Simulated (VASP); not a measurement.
Set up this calculation in VASP 6.6.1, as the native input.

| Quantity | Value |
| --- | --- |
| Task | single point |
| Functional | PBE0 |
| Potentials or basis | VASP PAW PBE potentials, release 64 (O_h, C_h, Se, Sb, H_h) |
| Cutoff | 900 eV |
| k mesh | 1 × 1 × 1 |
| Occupations | gaussian, width 0.01 eV |
| Spin | no spin polarisation |
| Grid for exact exchange (PRECFOCK) | Normal |
| Exchange at q = 0 | truncated |
| Further INCAR settings | ALGO = Normal; EDIFF = 1e-06 |

The system is OCSeSbH, in a box.

```xyz
5
Lattice="12.0000 0.0000 0.0000 0.0000 13.0000 0.0000 0.0000 0.0000 11.0000" Properties=species:S:1:pos:R:3 pbc="T T T"
O     7.2713    4.9548    6.4908
C     6.5221    5.8099    6.1914
Se    4.7546    5.9390    5.4748
Sb    6.2434    7.9936    6.1133
H     7.0042    8.0872    4.5772
```

One way to write it, as run:

POSCAR

```
SbHCSeO
1.0
   12.0000000000      0.0000000000      0.0000000000
    0.0000000000     13.0000000000      0.0000000000
    0.0000000000      0.0000000000     11.0000000000
O C Se Sb H
1 1 1 1 1
Cartesian
    7.2713499600      4.9547500600      6.4908000300
    6.5221500000      5.8098500200      6.1914000500
    4.7546499600      5.9390500000      5.4747999900
    6.2433500400      7.9936499500      6.1133000500
    7.0041500400      8.0872499500      4.5771999900
```

INCAR.step1

```
PREC = Accurate
ENCUT = 900
EDIFF = 1E-5
ISMEAR = 0
SIGMA = 0.01
LREAL = F
LASPH = T
NELM = 100
ALGO = Normal
ISIF = 2
LWAVE = T
GGA = PE
```

INCAR.step2

```
PREC = Accurate
ENCUT = 900
EDIFF = 1E-6
ISMEAR = 0
SIGMA = 0.01
LREAL = F
LASPH = T
NELM = 100
ALGO = Normal
ISIF = 2
LWAVE = F
LCHARG = T
GGA = PE
LHFCALC = T
AEXX = 0.25
PRECFOCK = Normal
HFRCUT = -1
LELF = T
LVHAR = T
LVACPOTAV = T
ISTART = 1
```

KPOINTS

```
Automatic mesh
0
Gamma
  1 1 1
```

Potentials or basis: VASP PAW PBE potentials, release 64 (O_h, C_h, Se, Sb, H_h).

The run is started by

```console
$ cat potpaw_PBE.64/O_h/POTCAR potpaw_PBE.64/C_h/POTCAR potpaw_PBE.64/Se/POTCAR potpaw_PBE.64/Sb/POTCAR potpaw_PBE.64/H_h/POTCAR > POTCAR
$ cp INCAR.step1 INCAR
$ mpirun -np 1 vasp_gam > vasp.out
$ cp INCAR.step2 INCAR
$ mpirun -np 1 vasp_gam > vasp.out
```

It gave:

```
Largest force                   : 0.106 eV/Å
Gap between the frontier levels : 4.16 eV
```

Caveat: the PAW data sets were made with another functional, which shifts forces and pressure a little; spin-orbit coupling is left out, which moves the levels of the heavy elements.

It took 12 min on 1 thread of AMD EPYC 9R45 (Zen 5), on a shared host, peak memory 2.6 GiB.
